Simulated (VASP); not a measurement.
Here is the system:

```
VS
1.0
    5.71970     0.00000     0.00000
    0.00000     3.12328     0.00000
    0.00000     0.00000     5.66438
V S
4 4
Direct
  0.98996   0.25000   0.80059
  0.01004   0.75000   0.19941
  0.51004   0.75000   0.30059
  0.48996   0.25000   0.69941
  0.71825   0.75000   0.92375
  0.28175   0.25000   0.07625
  0.78175   0.25000   0.42375
  0.21825   0.75000   0.57625
```

Level of theory: LDA (Ceperley-Alder, Perdew-Zunger), VASP's LDA PAW potentials (set 64) (plane waves; VASP 6.6.1). Run with 400 eV cut-off, 6×11×6 Γ-centred mesh, tetrahedra with Blöchl corrections, potentials V_sv S.

Question: Estimate the energy per atom (σ→0), band gap (on the k-mesh) with the smallest direct gap where there is one.

Answer: 
| Property | Value |
|---|---|
| band gap (on the k-mesh) | none (metal, semimetal or under 0.01 eV) |
| energy per atom (σ→0) | -8.411 eV/atom |

Only differences to runs with the same potentials and settings are physical.

The structure comes from a computed database's VS entry (Pnma); how it stands against other phases isn't given here. It was relaxed first, which changed the volume by -7 %. The run is not spin-polarised, so no magnetic state was tried.
